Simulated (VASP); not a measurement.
Here is the system:

```
CELL_PARAMETERS angstrom
      1.55243    -2.68888     0.00000
      1.55243     2.68888     0.00000
      0.00000     0.00000     5.09741
ATOMIC_POSITIONS crystal
  Si 0.66667 0.33333 0.49956
  Si 0.33333 0.66667 0.99956
  C  0.66667 0.33333 0.87544
  C  0.33333 0.66667 0.37544
```

These are RPBE GGA, VASP's PBE PAW potentials (set 64) (plane waves; VASP) values and carry that method's errors. Run with 520 eV cut-off, 9×9×5 Γ-centred mesh, tetrahedra with Blöchl corrections, potentials Si C.

The cores are frozen, which limits the accuracy of field gradients.

Problem. Give the principal components of the electric field gradient (V/Å²) and the asymmetry η at each nucleus.

Solution. 
```csv
atom,Vxx,Vyy,Vzz,η
Si1,-1.8,-1.8,3.5,0.00
Si2,-1.8,-1.8,3.5,0.00
C3,-1.1,-1.1,2.1,0.00
C4,-1.1,-1.1,2.1,0.00
```

The compound is SiC in the wurtzite structure, the rare 2H polytype. It was relaxed first.
